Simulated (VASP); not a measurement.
Level of theory: PBE GGA, VASP's PBE PAW potentials (set 64) (plane waves; VASP).

The input files of a VASP run:

INCAR:
```
SYSTEM=AlN
PREC=Accurate; ENCUT=520; LREAL=.FALSE.
LASPH=.TRUE.
EDIFF=1E-6; NELM=100; ALGO=Normal
ISMEAR=0; SIGMA=0.05
GGA=PE
ISIF=2
LWAVE=.FALSE.; LCHARG=.FALSE.
```

File POSCAR:
```
AlN
1
    0.0000000000     2.2338000000     2.2338000000
    2.2338000000     0.0000000000     2.2338000000
    2.2338000000     2.2338000000     0.0000000000
Al N
1 1
Direct
  0.0000000000   0.0000000000   0.0000000000
  0.2500000000   0.2500000000   0.2500000000
```

**KPOINTS**
```
Automatic mesh
0
Gamma
8 8 8
0 0 0
```

POTCAR, in this order: Al N (PBE.64 set). Program: vasp_std.

What VASP printed:

### OSZICAR
```
       N       E                     dE             d eps       ncg     rms          rms(c)
DAV:   1     0.868410807049E+01    0.86841E+01   -0.40497E+03   480   0.823E+02
DAV:   2    -0.166137936920E+02   -0.25298E+02   -0.25153E+02   640   0.139E+02
DAV:   3    -0.170813258417E+02   -0.46753E+00   -0.46753E+00   536   0.241E+01
DAV:   4    -0.170831978331E+02   -0.18720E-02   -0.18720E-02   712   0.141E+00
DAV:   5    -0.170832015696E+02   -0.37365E-05   -0.37365E-05   528   0.481E-02    0.832E+00
DAV:   6    -0.148351640164E+02    0.22480E+01   -0.13827E+01   504   0.234E+01    0.287E+00
DAV:   7    -0.148288330588E+02    0.63310E-02   -0.93586E-02   472   0.333E+00    0.193E+00
DAV:   8    -0.148227699500E+02    0.60631E-02   -0.21144E-02   504   0.200E+00    0.431E-01
DAV:   9    -0.148223486530E+02    0.42130E-03   -0.10707E-03   624   0.263E-01    0.211E-01
DAV:  10    -0.148224622449E+02   -0.11359E-03   -0.34128E-04   488   0.154E-01    0.360E-02
DAV:  11    -0.148224598868E+02    0.23582E-05   -0.85519E-06   568   0.228E-02    0.171E-02
DAV:  12    -0.148224598901E+02   -0.32767E-08   -0.19066E-06   472   0.128E-02
   1 F= -.14822460E+02 E0= -.14822460E+02  d E =-.577249E-16
```

OUTCAR:
```
------------------------ aborting loop because EDIFF is reached ----------------------------------------
  FORCE on cell =-STRESS in cart. coord.  units (eV):
  Direction    XX          YY          ZZ          XY          YZ          ZX
  --------------------------------------------------------------------------------------
  Total       -1.1110698     -1.1110698     -1.1110698      0.0000000      0.0000000     -0.0000000
  in kB      -79.8525982    -79.8525982    -79.8525982      0.0000000      0.0000000     -0.0000000
  external PRESSURE =     -79.8525982 kB  Pullay stress =       0.0000000 kB
  volume of cell :       22.29
      direct lattice vectors                 reciprocal lattice vectors
     0.000000000  2.233800000  2.233800000    -0.223833826  0.223833826  0.223833826
     2.233800000  0.000000000  2.233800000     0.223833826 -0.223833826  0.223833826
     2.233800000  2.233800000  0.000000000     0.223833826  0.223833826 -0.223833826
  FREE ENERGIE OF THE ION-ELECTRON SYSTEM (eV)
  ---------------------------------------------------
  free  energy   TOTEN  =       -14.8224598901 eV

  energy  without entropy=      -14.8224598901  energy(sigma->0) =      -14.82245989
```
(Selected blocks of OUTCAR.)

OUTCAR:
```
 val. band max:        5.3491579255   @ k =   0.0000   0.0000   0.0000

 cond. band min:       8.6289462881   @ k =   0.5000   0.5000   0.0000


 Fermi energy:         5.6169405657

 k-point     1 :       0.0000    0.0000    0.0000
  band No.  band energies     occupation
      1      -9.2501      2.00000
      2       5.3492      2.00000
      3       5.3492      2.00000
      4       5.3492      2.00000
      5       8.9592      0.00000
      6      17.2537      0.00000
      7      17.2537      0.00000
      8      17.2537      0.00000

 k-point     2 :       0.1250    0.0000    0.0000
  band No.  band energies     occupation
      1      -9.0407      2.00000
      2       4.1768      2.00000
      3       5.2718      2.00000
      4       5.2718      2.00000
      5       9.9226      0.00000
      6      16.6870      0.00000
      7      17.4194      0.00000
      8      17.4194      0.00000

 k-point     3 :       0.2500    0.0000    0.0000
  band No.  band energies     occupation
      1      -8.4700      2.00000
      2       2.1878      2.00000
      3       5.0977      2.00000
      4       5.0977      2.00000
      5      11.2350      0.00000
      6      15.7152      0.00000
      7      17.1233      0.00000
      8      17.1233      0.00000

 k-point     4 :       0.3750    0.0000    0.0000
  band No.  band energies     occupation
      1      -7.7590      2.00000
      2       0.4847      2.00000
      3       4.9392      2.00000
      4       4.9392      2.00000
      5      11.9409      0.00000
      6      15.0139      0.00000
      7      16.3833      0.00000
      8      16.3833      0.00000

 k-point     5 :       0.5000    0.0000    0.0000
  band No.  band energies     occupation
      1      -7.3960      2.00000
      2      -0.2274      2.00000
      3       4.8775      2.00000
      4       4.8775      2.00000
      5      12.1219      0.00000
      6      14.7558      0.00000
      7      16.0739      0.00000
...
```

The compound is AlN in the zinc blende structure, a metastable form; wurtzite is the usual one. The cell was not relaxed at this level.
